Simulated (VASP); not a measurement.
OSZICAR of a VASP run on Sn2PbSe3 (space group P-3m1):

**OSZICAR**
```
       N       E                     dE             d eps       ncg     rms          rms(c)
DAV:   1     0.210552387666E+04    0.21055E+04   -0.60054E+00  1224   0.187E+01    0.468E+00
DAV:   2     0.210548920553E+04   -0.34671E-01   -0.29687E+00  1152   0.116E+01    0.925E+00
DAV:   3     0.210464761254E+04   -0.84159E+00   -0.10028E+00  1288   0.432E+00    0.129E+01
DAV:   4     0.210573960450E+04    0.10920E+01   -0.39440E-01  1368   0.389E+00    0.826E+00
DAV:   5     0.210718341827E+04    0.14438E+01   -0.25291E+00  1200   0.521E+00    0.327E+00
DAV:   6     0.210747823153E+04    0.29481E+00   -0.91249E-02  1328   0.159E+00    0.229E+00
DAV:   7     0.210745802836E+04   -0.20203E-01   -0.54452E-03  1664   0.377E-01    0.248E+00
DAV:   8     0.210757014082E+04    0.11211E+00   -0.40116E-03  1256   0.362E-01    0.213E+00
DAV:   9     0.210786849960E+04    0.29836E+00   -0.34820E-02  1240   0.871E-01    0.105E+00
DAV:  10     0.210792946210E+04    0.60963E-01   -0.95541E-03  1240   0.389E-01    0.912E-01
DAV:  11     0.210795255139E+04    0.23089E-01   -0.79393E-04  1648   0.123E-01    0.836E-01
DAV:  12     0.210795432947E+04    0.17781E-02   -0.27912E-05  1448   0.309E-02    0.842E-01
DAV:  13     0.210795161045E+04   -0.27190E-02   -0.20721E-06  1160   0.967E-03    0.858E-01
DAV:  14     0.210808497891E+04    0.13337E+00   -0.31634E-03  1224   0.368E-01    0.673E-02
DAV:  15     0.210810325611E+04    0.18277E-01   -0.87008E-04  1264   0.185E-01    0.562E-02
DAV:  16     0.210809928783E+04   -0.39683E-02   -0.10611E-04  1656   0.581E-02    0.734E-02
DAV:  17     0.210810198889E+04    0.27011E-02   -0.25392E-05  1264   0.255E-02    0.738E-02
DAV:  18     0.210813067780E+04    0.28689E-01   -0.40747E-04  1320   0.133E-01    0.599E-02
DAV:  19     0.210811898242E+04   -0.11695E-01   -0.14485E-04  1248   0.997E-02    0.152E-01
DAV:  20     0.210812248557E+04    0.35032E-02   -0.21101E-05  1352   0.323E-02    0.104E-01
DAV:  21     0.210812631892E+04    0.38334E-02   -0.35980E-06  1072   0.123E-02    0.721E-02
DAV:  22     0.210813286141E+04    0.65425E-02   -0.96726E-06  1152   0.206E-02    0.293E-02
DAV:  23     0.210813292288E+04    0.61475E-04   -0.35374E-06  1056   0.130E-02    0.335E-02
DAV:  24     0.210813329560E+04    0.37272E-03   -0.55176E-07   808   0.456E-03    0.350E-02
DAV:  25     0.210813396103E+04    0.66543E-03   -0.13023E-07   712   0.256E-03    0.318E-02
DAV:  26     0.210813647346E+04    0.25124E-02   -0.19228E-07   720   0.349E-03    0.159E-02
DAV:  27     0.210813693403E+04    0.46056E-03   -0.20816E-07   712   0.393E-03    0.131E-02
DAV:  28     0.210813737014E+04    0.43612E-03   -0.70538E-08   696   0.239E-03    0.105E-02
DAV:  29     0.210813794942E+04    0.57927E-03   -0.65875E-08   672   0.184E-03    0.605E-03
DAV:  30     0.210813868323E+04    0.73381E-03   -0.58499E-08   672   0.185E-03    0.126E-03
DAV:  31     0.210813881234E+04    0.12911E-03   -0.34126E-08   672   0.141E-03    0.869E-04
DAV:  32     0.210813896032E+04    0.14798E-03   -0.16430E-08   672   0.113E-03    0.342E-04
DAV:  33     0.210813906585E+04    0.10553E-03   -0.11569E-08   672   0.775E-04    0.265E-04
DAV:  34     0.210813908004E+04    0.14198E-04   -0.59134E-09   648   0.565E-04    0.351E-04
DAV:  35     0.210813910785E+04    0.27803E-04   -0.37756E-09   648   0.444E-04    0.471E-04
DAV:  36     0.210813909231E+04   -0.15533E-04   -0.22507E-09   648   0.334E-04    0.369E-04
DAV:  37     0.210813907614E+04   -0.16170E-04   -0.13665E-09   648   0.273E-04    0.184E-04
DAV:  38     0.210813904230E+04   -0.33846E-04   -0.93393E-10   648   0.219E-04    0.487E-05
DAV:  39     0.210813904739E+04    0.50899E-05   -0.56926E-10   648   0.199E-04    0.260E-05
DAV:  40     0.210813904785E+04    0.45868E-06   -0.33834E-10   648   0.137E-04
   1 F= 0.21081390E+04 E0= 0.21081421E+04  d E =-.606568E-02  mag=     0.0000    -0.0000     0.0000
       N       E                     dE             ncg
       N       E                     dE             ncg
       N       E                     dE             ncg
       N       E                     dE             ncg
       N       E                     dE             ncg
       N       E                     dE             ncg
       N       E                     dE             ncg
       N       E                     dE             ncg
```

### Question
Which electronic solver shows in the log?

### Answer
It is blocked Davidson (ALGO = Normal, or the opening steps of other solvers). The INCAR had ALGO = Normal.

### Question
How was spin treated?

### Answer
With non-collinear spinors: mag has three components.

### Question
Can the final energy be trusted as converged?

### Answer
Self-consistency was reached. It stopped with EDIFF = 1E-6, NELM = 200 (modified Becke-Johnson potential (mBJ) with spin-orbit coupling, plane waves, VASP's PBE PAW potentials (set 64)). mBJ is a potential without an energy functional, so only the levels count.

The structure comes from a computed database's Sn2PbSe3 entry (P-3m1); how it stands against other phases isn't given here. It was relaxed first. The k-mesh is coarse (spacing up to 0.42 per Å, 2π included), so the numbers may not be converged in it. The cell's shape comes from a PBE relaxation.
